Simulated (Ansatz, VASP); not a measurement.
**Ru (Ru(0001)): VASP beside Ansatz**

Wanted: the spread between two codes on one cell, functional and k mesh. The cell is taken from a series of runs on this material, whose earlier steps may have relaxed, scaled, displaced or heated it; both programs get it as it stands.

Main program and level: Ansatz 0.2.0; plane waves, with VASP 6.6.1 beside it; single point at PBE, spin-orbit coupling.

### Step 1. Set-up

The cell holds 7 atoms: 7 Ru. Cell: a = 2.700 Å, b = 2.700 Å, c = 30.830 Å, α = 90.0°, β = 90.0°, γ = 60.0°. Vacuum lies along c.

### Step 2. Ansatz: single point, PBE, spin-orbit coupling

Ansatz runs on its fully relativistic PAW (standard-fr) files.

With cell and atoms fixed, the geometry can't cause a difference; cores, projectors, grids and the points listed under the comparison can.

The input, input.yaml:

```yaml
crystal:
  lattice:
    - [2.7, 0.0, 0.0]
    - [1.35, 2.3382685902, 0.0]
    - [0.0, 0.0, 30.8304]
  atoms:
    - { symbol: Ru, position: [0.0, 0.0, 0.2919196637] }
    - { symbol: Ru, position: [0.6666666667, 0.6666666667, 0.3612797758] }
    - { symbol: Ru, position: [0.0, 0.0, 0.4306398879] }
    - { symbol: Ru, position: [0.6666666667, 0.6666666667, 0.5] }
    - { symbol: Ru, position: [0.0, 0.0, 0.5693601121] }
    - { symbol: Ru, position: [0.6666666667, 0.6666666667, 0.6387202242] }
    - { symbol: Ru, position: [0.0, 0.0, 0.7080803363] }
kpoints:
  mp_grid: { grid: [17, 17, 1] }
hamiltonian:
  xc: pbe
  pseudopotentials: { kind: paw_fr }
scf:
  occupations: { method: fermi_dirac, width: 0.1 }
  convergence: { dr2_threshold: 1.0e-09 }
efield:
  axis: 3
  dipole_correction: true
  ramp_position: 0.97
  ramp_width: 0.06
magnetization:
  noncollinear: true
  spin_orbit: true
output:
  write_potential: true
  write_density: true
  volumetric_format: npy
```

The run is started by

```console
$ ansatz run input.yaml --threads 4 --pin off --max-ram 6144MiB --backend cpu --events-out ev --progress --plain --runs-dir out
```

Numbers of over 12 decimals in the logs are rounded to 6 here.

Output:

```text
Engine: ansatz 0.2.0, aarch64-unknown-linux-gnu
Pseudopotentials: kind: paw_fr
Pseudopotential: Ru, paw_fr, valence charge 16, recommended cutoff 420 eV (normal), Ru.paw.azcp#standard-fr
Functional definition: PBE
  parameter kappa = 0.804
  parameter beta = 0.066725
  exchange = pbe_x(kappa = kappa, mu = beta*pi^2/3)
  correlation = pbe_c(beta = beta)
non-collinear run that drives no moment, with spin-orbit: no starting moment large enough to seed its density (crystal.atoms[].spin), no starting occupations that ask for one, no magnetisation constraint and no magnetic field, so the semilocal B_xc is pinned to zero
Crystal: 7 atoms, lattice volume = 194.642 Å³
Basis set: ecut = 420 eV, 3841 PW (Γ)
Bands: 136, of which v1, the nominal top of the filled ones, is band 112 counted from 1 (111 counted from 0)
Symmetry: 6 space group operations + 6 with time reversal
k-points: 33 of 289 (time reversal used)
Projection manifold: j_resolved (fully-relativistic pseudo-atomic orbitals)
Non-local potential: Ru, projectors of the file, l = 0: 3, l = 1: 4, l = 2: 4, l = 3: 2
PAW form: soft (Blöchl's): semilocal exchange-correlation on the pseudo side does not see the compensation charge
PAW one-centre angular grid: Ru, 590 points (default); XC on 64 Gauss nodes
Initial density: superposition of atomic densities (neutral atoms: chi_scale 0, normalization atom)
Initial wavefunctions: pseudopotential atomic-orbital guess
Functional: x = pbe(κ = 0.804, μ = 0.219515), c = pbe(β = 0.066725)
SCF iter   1: F=—  HF=-41164.326838 eV  |F-HF|=—  |Δ(HF+E_count)|=         —  Δρ=8.33e-2  dr2=2.44e1  dr2_m=0.00e0 (ungated)  ethr=3.10e-3  |M|=0.00e0 ∫|m|=0.00e0 μB  |m|>n=0.0e0 m-floor=0.0e0 τ_xc=0.0e0  β_m=1.00  p=0.000 e·Å  D=1.95e-13 V/Å  ΔV_dip=-0.00 eV  dr2_dipole=8.55e-7  V_vac-E_F(+/−)=5.98/5.98 eV  ⟨swp⟩=10.3  Hψ=25318  notcnv=0  defer=22
efield: sawtooth ramp at fractional position 0.9700 (set: `efield.ramp_position`, or a place that a band, a saddle search or an elastic batch's reference lends), width 0.0600; the density the first Hamiltonian is built on has a dipole p = 0.000 e·Å; the dipole correction subtracts the counter field D = 1.95e-13 V/Å, which shifts the + side's vacuum level by -0.00 eV against the − side's; the planar-averaged density in the ramp window peaks in size at 1.0e-6 e/Å³
preconditioner: auto → LDOS  [metal: Δε(μ)=0.015 eV  Ē_g=5.300 eV  σ=0.100 eV  W_gap=0.04  n_scr=24 (ndim 8)  ℏωp=19.9 eV  f_vac=0.470  D(μ)=6.64/eV (n_scr^D=24)  β→1.0]
spin=Noncollinear: LDOS preconditioning applied to the charge; magnetization (m_x, m_y, m_z) channels mix plain (no charge-response kernel on spin).
SCF iter   2: F=—  HF=-41164.789432 eV  |F-HF|=—  |Δ(HF+E_count)|=   4.63e-1  Δρ=8.87e-2  dr2=1.92e1  dr2_m=0.00e0 (ungated)  ethr=3.10e-3  |M|=0.00e0 ∫|m|=0.00e0 μB  |m|>n=0.0e0 m-floor=0.0e0 τ_xc=0.0e0  β_m=0.70  p=-0.000 e·Å  D=-2.39e-5 V/Å  ΔV_dip=0.00 eV  dr2_dipole=9.83e-6  V_vac-E_F(+/−)=5.14/5.14 eV  ⟨swp⟩=4.2  Hψ=12677  notcnv=0  defer=28
SCF iter   3: F=—  HF=-41159.830245 eV  |F-HF|=—  |Δ(HF+E_count)|=    4.96e0  Δρ=6.41e-3  dr2=2.18e-1  dr2_m=0.00e0 (ungated)  ethr=3.10e-3  |M|=0.00e0 ∫|m|=0.00e0 μB  |m|>n=0.0e0 m-floor=0.0e0 τ_xc=0.0e0  β_m=0.72  p=-0.000 e·Å  D=-2.61e-6 V/Å  ΔV_dip=0.00 eV  dr2_dipole=7.87e-7  V_vac-E_F(+/−)=5.37/5.37 eV  ⟨swp⟩=3.0  Hψ=11590  notcnv=0  defer=34
SCF iter   4: F=—  HF=-41159.824990 eV  |F-HF|=—  |Δ(HF+E_count)|=   5.25e-3  Δρ=3.33e-3  dr2=4.96e-2  dr2_m=0.00e0 (ungated)  ethr=1.94e-4  |M|=0.00e0 ∫|m|=0.00e0 μB  |m|>n=0.0e0 m-floor=0.0e0 τ_xc=0.0e0  β_m=0.60  p=0.000 e·Å  D=1.22e-5 V/Å  ΔV_dip=-0.00 eV  dr2_dipole=1.27e-8  V_vac-E_F(+/−)=5.18/5.18 eV  ⟨swp⟩=3.5  Hψ=9928  notcnv=0  defer=34
SCF iter   5: F=—  HF=-41159.816232 eV  |F-HF|=—  |Δ(HF+E_count)|=   8.76e-3  Δρ=8.38e-4  dr2=1.45e-3  dr2_m=0.00e0 (ungated)  ethr=4.43e-5  |M|=0.00e0 ∫|m|=0.00e0 μB  |m|>n=0.0e0 m-floor=0.0e0 τ_xc=0.0e0  β_m=0.61  p=0.000 e·Å  D=1.02e-5 V/Å  ΔV_dip=-0.00 eV  dr2_dipole=4.24e-10  V_vac-E_F(+/−)=5.15/5.15 eV  ⟨swp⟩=2.0  Hψ=6413  notcnv=0  defer=34
SCF iter   6: F=—  HF=-41159.816610 eV  |F-HF|=—  |Δ(HF+E_count)|=   3.78e-4  Δρ=3.38e-4  dr2=3.03e-4  dr2_m=0.00e0 (ungated)  ethr=1.29e-6  |M|=0.00e0 ∫|m|=0.00e0 μB  |m|>n=0.0e0 m-floor=0.0e0 τ_xc=0.0e0  β_m=0.70  p=0.000 e·Å  D=3.60e-6 V/Å  ΔV_dip=-0.00 eV  dr2_dipole=4.95e-10  V_vac-E_F(+/−)=5.12/5.12 eV  ⟨swp⟩=3.1  Hψ=9082  notcnv=0  defer=34
SCF iter   7: F=—  HF=-41159.816784 eV  |F-HF|=—  |Δ(HF+E_count)|=   1.75e-4  Δρ=1.11e-4  dr2=7.60e-5  dr2_m=0.00e0 (ungated)  ethr=2.71e-7  |M|=0.00e0 ∫|m|=0.00e0 μB  |m|>n=0.0e0 m-floor=0.0e0 τ_xc=0.0e0  β_m=0.63  p=-0.000 e·Å  D=-3.99e-7 V/Å  ΔV_dip=0.00 eV  dr2_dipole=4.37e-11  V_vac-E_F(+/−)=5.08/5.08 eV  ⟨swp⟩=2.6  Hψ=6898  notcnv=0  defer=34
[...]
SCF converged after 13 iterations
Magnetization: |M| = 0.0000 μB,  M = (+0.0000, +0.0000, +0.0000) μB
Absolute magnetization: 0.0000 μB (∫|m|)
  site 0: m = (+0.0000, +0.0000, +0.0000) μB, |m| = 0.0000 μB  (R = 1.09 Å)
  site 1: m = (+0.0000, +0.0000, +0.0000) μB, |m| = 0.0000 μB  (R = 1.09 Å)
  site 2: m = (+0.0000, +0.0000, +0.0000) μB, |m| = 0.0000 μB  (R = 1.09 Å)
  site 3: m = (+0.0000, +0.0000, +0.0000) μB, |m| = 0.0000 μB  (R = 1.09 Å)
  site 4: m = (+0.0000, +0.0000, +0.0000) μB, |m| = 0.0000 μB  (R = 1.09 Å)
  site 5: m = (+0.0000, +0.0000, +0.0000) μB, |m| = 0.0000 μB  (R = 1.09 Å)
  site 6: m = (+0.0000, +0.0000, +0.0000) μB, |m| = 0.0000 μB  (R = 1.09 Å)
Free energy (F): -41159.817190 eV
Harris-Foulkes:  -41159.817190 eV  (|F-HF|=5.82e-11)
Internal energy: -41159.567856 eV  (E = F + TS)
E sigma→0 (E₀):  -41159.692523 eV
Entropy (-TS):   -0.249334 eV (-35.619 meV/atom)
Fermi energy:    8.944929 eV
Dipole field:    D = 0.000001 V/Å  (p = 0.000001 e·Å, saw-weighted, corrected)
Work function:   Φ+ = 5.0673 eV   Φ− = 5.0673 eV
Levels:          The Fermi level and band energies are counted from a zero that moves with the ramp; work functions are not
--- Per-component energies (eV) ---
  E_band       = -1996.767659
  E_kinetic    = 3595.623156
  E_local      = -256347.498949  (includes V_loc(G=0)·N_el)
  E_nonlocal   = 2401.043578
  E_hartree    = 125788.873825
  E_xc         = -1331.036565
  E_vxc        = -1670.733356  (∫ρ·V_xc dr)
  E_paw        = -24234.814494  (= ΣΔE_a)
  E_vpaw       = -1552.945795  (= ΣTr[D̂ρ^β])
  E_aug_tail   = -0.001400  (compensation charges beyond the density's cutoff)
  E_efield     = 0.000000  (sawtooth field / dipole correction)
  E_vefield    = 0.000000  (∫n·V_field dr)
  E_ewald      = 108968.242993
  E_smearing   = -0.249334  (= −TS)
  E_closure    = 0.000000  (closes the sum)
  Σ components = -41159.817190   (vs F -41159.817190, Δ=0.00e0)
--- Band table (eV; the first three rows and the last of 33) ---
  k-point 0: bands = [... 108 lower, 7.7786, 7.7786, 7.8687, 7.8687, 8.3234, 8.3234, 8.3943, 8.3943, ... 20 higher]
  k-point 1: bands = [... 108 lower, 7.7162, 7.7162, 7.7980, 7.7980, 8.2342, 8.2342, 8.2869, 8.2869, ... 20 higher]
  k-point 2: bands = [... 108 lower, 7.4353, 7.4353, 7.7261, 7.7261, 7.8871, 7.8871, 8.0411, 8.0411, ... 20 higher]
  k-point 32: bands = [... 108 lower, 9.2130, 9.2250, 9.5371, 9.5526, 9.5855, 9.5882, 9.8746, 9.8982, ... 20 higher]
```

The column dr2 measures how far the density is from self-consistency, as an energy; F and HF (Harris–Foulkes) agree once it is small.

### Step 3. VASP: single point, PBE, spin-orbit coupling

The same cell, functional, mesh and smearing now go to VASP, with its own data sets.

Lines of VASP's logs that name or quote its potential files are left out, and so is its time.

The input, INCAR:

```
SYSTEM = Ru
PREC = Accurate
ENCUT = 400
EDIFF = 1E-06
NELM = 200
ISMEAR = -1
SIGMA = 0.1
LREAL = .FALSE.
ALGO = Normal
GGA = PE
LNONCOLLINEAR = .TRUE.
MAGMOM = 0 0 0 0 0 0 0 0 0 0 0 0 0 0 0 0 0 0 0 0 0
NBANDS = 120
GGA_COMPAT = .FALSE.
LASPH = .TRUE.
LSORBIT = .TRUE.
LMAXMIX = 4
LORBIT = 11
LWAVE = .FALSE.
LCHARG = .FALSE.
ISIF = 2
LDIPOL = .TRUE.
IDIPOL = 3
DIPOL = 0.5 0.5 0.5
LVHAR = .TRUE.
NELMDL = -8
KPAR = 2
```

The input, POSCAR:

```
Ru
1.0
    2.7000000000      0.0000000000      0.0000000000
    1.3500000000      2.3382685902      0.0000000000
    0.0000000000      0.0000000000     30.8304000000
Ru
7
Direct
    0.0000000000      0.0000000000      0.2919196637
    0.6666666667      0.6666666667      0.3612797758
    0.0000000000      0.0000000000      0.4306398879
    0.6666666667      0.6666666667      0.5000000000
    0.0000000000      0.0000000000      0.5693601121
    0.6666666667      0.6666666667      0.6387202242
    0.0000000000      0.0000000000      0.7080803363
```

The input, KPOINTS:

```
Automatic mesh
0
Gamma
17 17 1
0 0 0
```

The projector-augmented-wave data sets are Ru_pv (PBE family, release 64).

The run is started by

```console
$ mpirun -np 2 vasp_ncl
```

Output:

```text
[banner, memory and clock lines left out]
running    2 mpi-ranks, on    1 nodes
 distrk:  each k-point on    1 cores,    2 groups
 distr:  one band on    1 cores,    1 groups

 POSCAR found type information on POSCAR Ru
 POSCAR found :  1 types and       7 ions
 LDA part: xc-table for (Slater+PW92), standard interpolation
 POSCAR, INCAR and KPOINTS ok, starting setup
 FFT: planning ... GRIDC
 FFT: planning ... GRID_SOFT
 FFT: planning ... GRID
 WAVECAR not read
 entering main loop
       N       E                     dE             d eps       ncg     rms          rms(c)
DAV:   1     0.990267346610E+03    0.99027E+03   -0.55701E+04 17328   0.134E+03
DAV:   2    -0.318303152149E+02   -0.10221E+04   -0.98260E+03 14696   0.455E+02
DAV:   3    -0.666764958056E+02   -0.34846E+02   -0.33016E+02 17456   0.807E+01
DAV:   4    -0.682320901950E+02   -0.15556E+01   -0.14937E+01 17256   0.124E+01
DAV:   5    -0.683081651627E+02   -0.76075E-01   -0.73650E-01 17920   0.234E+00
DAV:   6    -0.683119116845E+02   -0.37465E-02   -0.36904E-02 17888   0.394E-01
DAV:   7    -0.683121149144E+02   -0.20323E-03   -0.20182E-03 18016   0.779E-02
DAV:   8    -0.683121334600E+02   -0.18546E-04   -0.18456E-04 16256   0.157E-02    0.317E+01
DAV:   9    -0.717230483345E+02   -0.34109E+01   -0.21062E+01 16008   0.361E+01    0.261E+01
DAV:  10    -0.134410186345E+03   -0.62687E+02   -0.17611E+02 18312   0.947E+01    0.691E+01
DAV:  11    -0.897769795539E+02    0.44633E+02   -0.49025E+01 16552   0.203E+01    0.421E+01
DAV:  12    -0.716118106900E+02    0.18165E+02   -0.25805E+01 15720   0.418E+01    0.264E+01
DAV:  13    -0.635767406327E+02    0.80351E+01   -0.18065E+01 17112   0.242E+01    0.823E+00
DAV:  14    -0.636025268571E+02   -0.25786E-01   -0.32342E+00 16896   0.854E+00    0.602E+00
[...]
DAV:  27    -0.635360481064E+02   -0.50809E-04   -0.49761E-06 12504   0.158E-02    0.876E-03
DAV:  28    -0.635360996317E+02   -0.51525E-04   -0.49785E-06 11080   0.920E-03    0.457E-03
DAV:  29    -0.635361161181E+02   -0.16486E-04   -0.17173E-06  9408   0.500E-03    0.369E-03
DAV:  30    -0.635361197215E+02   -0.36034E-05   -0.34705E-07  7936   0.190E-03    0.328E-03
DAV:  31    -0.635361225536E+02   -0.28321E-05   -0.12471E-07  7464   0.273E-03    0.153E-03
DAV:  32    -0.635361262711E+02   -0.37175E-05   -0.24507E-07  8136   0.257E-03    0.863E-04
DAV:  33    -0.635361279461E+02   -0.16751E-05   -0.54950E-08  7176   0.993E-04    0.751E-04
DAV:  34    -0.635361286642E+02   -0.71810E-06   -0.62838E-08  7384   0.506E-04
   1 F= -.63536129E+02 E0= -.63411098E+02  d E =-.250062E+00  mag=     0.0000    -0.0000    -0.0000
```

Parts of OUTCAR (step 3):

```text
ion  position               nearest neighbor table
   1  0.000  0.000  0.292-   2 2.65   2 2.65   2 2.65
   2  0.667  0.667  0.361-   1 2.65   3 2.65   1 2.65   3 2.65   1 2.65   3 2.65
   3  0.000  0.000  0.431-   2 2.65   4 2.65   2 2.65   4 2.65   2 2.65   4 2.65
   4  0.667  0.667  0.500-   3 2.65   5 2.65   3 2.65   5 2.65   3 2.65   5 2.65
   5  0.000  0.000  0.569-   4 2.65   6 2.65   4 2.65   6 2.65   4 2.65   6 2.65
   6  0.667  0.667  0.639-   5 2.65   7 2.65   5 2.65   7 2.65   5 2.65   7 2.65
   7  0.000  0.000  0.708-   6 2.65   6 2.65   6 2.65

  LATTYP: Found a hexagonal cell.
 ALAT       =     2.7000000000
 C/A-ratio  =    11.4186666667

 Subroutine GETGRP returns: Found 12 space group operations
 (whereof 12 operations were pure point group operations)

The static configuration has the point symmetry D_3h.

 Found     57 irreducible k-points:

   k-points           NKPTS =     57   k-points in BZ     NKDIM =     57   number of bands    NBANDS=    120

   dimension x,y,z NGX =    18 NGY =   18 NGZ =  210
   dimension x,y,z NGXF=    36 NGYF=   36 NGZF=  420

   ENCUT  =  400.0 eV  29.40 Ry    5.42 a.u.   4.40  4.40 50.28*2*pi/ulx,y,z

   NELECT =      98.0000    total number of electrons

 k-points in reciprocal lattice and weights: Automatic mesh
   0.00000000  0.00000000  0.00000000       0.003
   0.05882353  0.00000000  0.00000000       0.010
  -0.05882353 -0.00000000  0.00000000       0.010
   0.11764706  0.00000000  0.00000000       0.010
  -0.11764706 -0.00000000  0.00000000       0.010
   0.17647059  0.00000000  0.00000000       0.010
  -0.17647059 -0.00000000  0.00000000       0.010
   0.23529412  0.00000000  0.00000000       0.010
  -0.23529412 -0.00000000  0.00000000       0.010
[...]
-0.41176471  0.29411765  0.00000000       0.021
  -0.35294118  0.29411765  0.00000000       0.021

 dipolmoment           0.000000      0.000000     -0.000000 electrons x Angstroem

 average (electrostatic) potential at core
       1 -76.0157       2 -76.4506       3 -76.3452       4 -76.3305       5 -76.3452
       6 -76.4506       7 -76.0157

 E-fermi :   3.7290

 k-point     1 :       0.0000    0.0000    0.0000
  band No.  band energies     occupation
    ...
    100       3.1069      0.99802
    101       3.1771      0.99601
    102       3.1771      0.99601
    103       3.2891      0.98785
    104       3.2891      0.98785
    105       3.7309      0.49518
    106       3.7309      0.49518
    107       3.8110      0.30568
    108       3.8110      0.30568
    109       4.2874      0.00374
    ...

 k-point     2 :       0.0588    0.0000    0.0000
  band No.  band energies     occupation
    ...
    102       3.0707      0.99862
    103       3.1374      0.99731
    104       3.1374      0.99731
    105       3.7069      0.55504
    106       3.7069      0.55504
    107       3.7755      0.38568
    108       3.7755      0.38568
    109       3.7843      0.36512
    110       3.7843      0.36512
    111       3.9875      0.07010
    ...

 k-point     3 :      -0.0588   -0.0000    0.0000
  band No.  band energies     occupation
    ...
    102       3.0707      0.99862
    103       3.1374      0.99731
    104       3.1374      0.99731
    105       3.7069      0.55504
    106       3.7069      0.55504
    107       3.7755      0.38568
    108       3.7755      0.38568
    109       3.7843      0.36512
    110       3.7843      0.36512
    111       3.9875      0.07010
    ...

  Total       -0.2121392     -0.2121392     -0.9794907     -0.0000000      0.0000000     -0.0000000
  in kB       -1.7462007     -1.7462007     -8.0625717     -0.0000000      0.0000000     -0.0000000
  external PRESSURE =      -3.8516577 kB  Pullay stress =       0.0000000 kB

  energy-cutoff  :      400.00
  volume of cell :      194.64
      direct lattice vectors                 reciprocal lattice vectors
     2.700000000  0.000000000  0.000000000     0.370370370 -0.213833433  0.000000000
     1.350000000  2.338268590  0.000000000     0.000000000  0.427666866  0.000000000
     0.000000000  0.000000000 30.830400000     0.000000000  0.000000000  0.032435518

 POSITION                                       TOTAL-FORCE (eV/Angst)
 -----------------------------------------------------------------------------------
      0.00000      0.00000      9.00000         0.000000      0.000000      0.529729
      2.70000      1.55885     11.13840        -0.000000     -0.000000     -0.661740
      0.00000      0.00000     13.27680         0.000000      0.000000     -0.193802
      2.70000      1.55885     15.41520         0.000000      0.000000      0.000000
      0.00000      0.00000     17.55360         0.000000      0.000000      0.193802
      2.70000      1.55885     19.69200        -0.000000     -0.000000      0.661740
      0.00000      0.00000     21.83040         0.000000      0.000000     -0.529729
 -----------------------------------------------------------------------------------
    total drift:                               -0.000000     -0.000000     -0.000000

  FREE ENERGIE OF THE ION-ELECTRON SYSTEM (eV)
  ---------------------------------------------------
  free  energy   TOTEN  =       -63.5361286642 eV

  energy  without entropy=      -63.2860668475  energy(sigma->0) =      -63.41109776

 vacuum level on the upper side and lower side of the slab         8.791         8.791

 Spin-Orbit-Coupling matrix elements
 Ion:    1  E_soc:     -0.2753876
 Ion:    2  E_soc:     -0.2613063
 Ion:    3  E_soc:     -0.2628989
 Ion:    4  E_soc:     -0.2635308
 Ion:    5  E_soc:     -0.2628989
 Ion:    6  E_soc:     -0.2613063
 Ion:    7  E_soc:     -0.2753876

 total charge
# of ion       s       p       d       tot
------------------------------------------
    1        0.389   6.220   5.937  12.545
    2        0.406   6.319   5.941  12.665
    3        0.408   6.322   5.956  12.686
    4        0.408   6.322   5.957  12.687
    5        0.408   6.322   5.956  12.686
    6        0.406   6.319   5.941  12.665
    7        0.389   6.220   5.937  12.545
--------------------------------------------------
tot          2.811  44.042  41.625  88.478

 magnetization (x)
# of ion       s       p       d       tot
------------------------------------------
    1        0.000   0.000   0.000   0.000
    2       -0.000   0.000  -0.000  -0.000
    3       -0.000   0.000   0.000   0.000
    4        0.000  -0.000   0.000   0.000
    5        0.000   0.000  -0.000  -0.000
    6       -0.000   0.000   0.000   0.000
    7        0.000   0.000   0.000   0.000
--------------------------------------------------
tot         -0.000   0.000   0.000   0.000

 magnetization (y)
# of ion       s       p       d       tot
------------------------------------------
    1        0.000   0.000   0.000   0.000
    2       -0.000   0.000   0.000  -0.000
    3        0.000   0.000   0.000   0.000
    4        0.000  -0.000   0.000   0.000
    5        0.000   0.000   0.000   0.000
    6       -0.000  -0.000   0.000  -0.000
    7        0.000   0.000   0.000   0.000
--------------------------------------------------
tot         -0.000   0.000   0.000  -0.000

 magnetization (z)
# of ion       s       p       d       tot
------------------------------------------
    1        0.000   0.000  -0.000  -0.000
    2        0.000   0.000   0.000   0.000
    3        0.000   0.000   0.000   0.000
    4        0.000   0.000   0.000   0.000
    5        0.000  -0.000   0.000  -0.000
    6       -0.000  -0.000  -0.000  -0.000
    7       -0.000   0.000  -0.000  -0.000
--------------------------------------------------
tot          0.000   0.000   0.000   0.000

[... 3 further parts left out ...]
```

### Step 4. Differences

Known differences besides the potentials themselves: spin-orbit coupling enters by fully relativistic files in Ansatz and inside the spheres in VASP; the data sets hold 112 valence electrons in Ansatz (on its fully relativistic PAW (standard-fr) files) and 98 in VASP; the cutoff is 420 eV in Ansatz and 400 eV in VASP. Total energies have different zeros and are not compared.

The two programs side by side:

```tsv
quantity	Ansatz	VASP	difference
work function, lower of the two faces (eV)	5.07	5.06	+0.01
work function, higher of the two faces (eV)	5.07	5.06	+0.01
```

With vacuum in the cell, a pressure given here is an average over mostly empty space and none of the material.

### Step 5. What came out

```
difference in work function, higher of the two faces (single point, PBE, spin-orbit coupling) : 0.0053 eV
```

In words: The difference in work function, higher of the two faces is 0.0053 eV (single point, PBE, spin-orbit coupling). The data sets hold unlike numbers of valence electrons (112 in Ansatz and 98 in VASP), so part of the differences comes from the potentials. How closely two codes agree says nothing of how well the functional describes the real material.

[Lines on the potential files, build, host, timing and source positions are cut from VASP's logs without a mark.]

[Logs are printed without paths, hosts, clocks, repeated set-up lines and the standing remarks that a program may print on its own settings, such as how far it seeks lower states.]

[Hosts, paths, dates, database ids (printed as entryN), source tags and the programs' standing remarks are cut or masked in the printed files.]
